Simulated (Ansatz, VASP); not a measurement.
## MgBe2SeS2 in VASP and in Ansatz

File INCAR:

```
SYSTEM = MgBe2SeS2
PREC = Accurate
ENCUT = 600
EDIFF = 1E-6
ISMEAR = 0
SIGMA = 0.1
LREAL = .FALSE.
LASPH = .TRUE.
NELM = 80
ALGO = Normal
ISIF = 3
LWAVE = .FALSE.
LCHARG = .FALSE.
GGA = PE
IBRION = 2
NSW = 90
EDIFFG = -0.04
```

KPOINTS

```
Automatic mesh
0
G
  6 6 4
  0 0 0
```

POSCAR

```
MgBe2SeS2
1.0
    4.2659487900      0.0000000000      0.0000000000
   -2.1329743900      3.6944200200      0.0000000000
    0.0000000000      0.0000000000      4.9993786500
Mg Be Se S
1 2 1 2
Direct
    0.0000000000      0.0000000000      0.5000000000
    0.6666666700      0.3333333300      0.5000000000
    0.0000000000      0.0000000000      0.0000000000
    0.3333333300      0.6666666700      0.0000000000
    0.3333333300      0.6666666700      0.5000000000
    0.6666666700      0.3333333300      0.0000000000
```

Input for Ansatz:

```yaml
crystal:
  lattice:
    - [4.26594879, 0.0, 0.0]
    - [-2.13297439, 3.69442002, 0.0]
    - [0.0, 0.0, 4.99937865]
  atoms:
    - { symbol: Mg, position: [0.0, 0.0, 0.5] }
    - { symbol: Be, position: [0.66666667, 0.33333333, 0.5] }
    - { symbol: Be, position: [0.0, 0.0, 0.0] }
    - { symbol: Se, position: [0.33333333, 0.66666667, 0.0] }
    - { symbol: S, position: [0.33333333, 0.66666667, 0.5] }
    - { symbol: S, position: [0.66666667, 0.33333333, 0.0] }
basis:
  ecutwfc: 420
kpoints:
  mp_grid: { grid: [6, 6, 4] }
hamiltonian:
  xc: pbe
scf:
  occupations: { method: gaussian, width: 0.1 }
  lower_state_search: "off"
output:
  forces: true
  stress: true
  eigenvalues: true
relax:
  adjacent_minimum: "off"
  f_tol: 0.04
  max_steps: 70
  cell: { stress_tol: 0.4 }
```

Alike in both runs: task relaxation of cell and atoms; functional PBE; k mesh 6 × 6 × 4; occupations gaussian, width 0.1 eV; no spin polarisation.

|  | VASP | Ansatz |
| --- | --- | --- |
| version | VASP 6.6.1 | Ansatz 0.2.0 |
| potentials or method | VASP PAW PBE potentials, release 64 (Mg, Be, Se, S) | scalar-relativistic, plane waves, PAW |
| plane-wave cutoff (eV) | 600 | 420 |
| valence electrons in the cell | 24 | 42 |

```csv
,VASP,Ansatz,Ansatz less VASP
"gap on the k mesh at the Fermi level, each at its own relaxed structure (eV)",none,none,-
relaxed volume (Å³/atom),16.04,15.98,-0.067
relaxed cell length with the largest relative difference (Å),5.066,5.059,-0.0077
energy change over the relaxation (meV/atom),-189,-189,-0.3
```

A gap of «none» marks a metal or a gap that the smearing closes. The two sets of potentials don't hold the same shells in valence.

Caveats: the volume moved by over 15 % at a fixed basis, so the end points are rough (VASP).
